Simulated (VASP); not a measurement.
Crystal: MoS2.

```
CELL_PARAMETERS angstrom
3.16100 0.00000 0.00000
-1.58050 2.73751 0.00000
0.00000 0.00000 15.98350
ATOMIC_POSITIONS crystal
Mo 0.33333 0.66667 0.25000
Mo 0.66667 0.33333 0.75000
S 0.66667 0.33333 0.34791
S 0.66667 0.33333 0.15209
S 0.33333 0.66667 0.84791
S 0.33333 0.66667 0.65209
```

The cell was built by a generator and needn't be a form met in nature.

Base run:

| Quantity | Value |
| --- | --- |
| Program | VASP 6.6.1 |
| Functional | LDA |
| Potentials or basis | VASP PAW LDA potentials, release 64 (Mo_sv, S) |
| Cutoff | 520 eV |
| k mesh | 8 × 8 × 2 |
| Occupations | fermi-dirac, width 0.05 eV |
| Spin | no spin polarisation |

Its results: band gap on the k mesh 1.87 eV, indirect (least direct gap 2.06 eV); pressure -3.9 GPa; largest force 0.474 eV/Å.

Task: The run is repeated on the same cell with these changes: functional from LDA to optB86b-vdW; potentials or basis from VASP PAW LDA potentials, release 64 (Mo_sv, S) to VASP PAW PBE potentials, release 64 (Mo_sv, S). What comes out?

Result: Band gap on the k mesh 1.86 eV, indirect (least direct gap 2.05 eV); pressure 0.2 GPa; largest force 0.142 eV/Å.

Caveats: the PAW data sets were made with another functional, which shifts forces and pressure a little (some runs).

A k mesh can miss the band edges.

Not every run made on this cell is shown here.
